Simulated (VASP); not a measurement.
Consider the following.

```yaml
crystal:
  lattice:
    - [4.80153, 0.00000, 0.00000]
    - [-2.40077, 4.15825, 0.00000]
    - [0.00000, 0.00000, 3.43464]
  atoms:
    - { symbol: Y, position: [0.00000, 0.00000, 0.00000] }
    - { symbol: Hg, position: [0.33333, 0.66667, 0.50000] }
    - { symbol: Hg, position: [0.66667, 0.33333, 0.50000] }
```

These are PBEsol GGA, VASP's PBE PAW potentials (set 64) (plane waves; VASP) values and carry that method's errors. Run with 300 eV cut-off, 9×9×11 Γ-centred mesh, Fermi-Dirac smearing of 0.14 eV, potentials Y_sv Hg.

Task: Give the energies of bands 11 to 20 at the high-symmetry points, in eV from the Fermi level.

Result: 
| band | Γ | M | K | A | L | H |
|---|---|---|---|---|---|---|
| 11 | -7.47 | -7.42 | -7.24 | -7.63 | -6.91 | -6.79 |
| 12 | -7.47 | -6.96 | -7.24 | -6.98 | -6.60 | -6.62 |
| 13 | -7.34 | -6.63 | -6.57 | -6.98 | -6.49 | -6.62 |
| 14 | -6.79 | -6.58 | -6.05 | -6.27 | -6.24 | -6.03 |
| 15 | -6.79 | -5.92 | -5.34 | -5.07 | -4.54 | -4.23 |
| 16 | -0.98 | -5.44 | -5.34 | -3.61 | -3.06 | -4.23 |
| 17 | -0.98 | -0.67 | -3.45 | 1.04 | -1.46 | -0.82 |
| 18 | -0.17 | -0.44 | 0.61 | 1.04 | -0.85 | -0.82 |
| 19 | 0.45 | 1.60 | 2.06 | 2.42 | -0.82 | -0.50 |
| 20 | 3.50 | 2.07 | 2.06 | 2.42 | 2.85 | 2.96 |

It has no gap at this level: it comes out as a metal or semimetal.

The structure comes from a computed database's YHg2 entry (P6/mmm); how it stands against other phases isn't given here. The cell was not relaxed at this level. The electron count is odd and the run is not spin-polarised, which forces a metal.
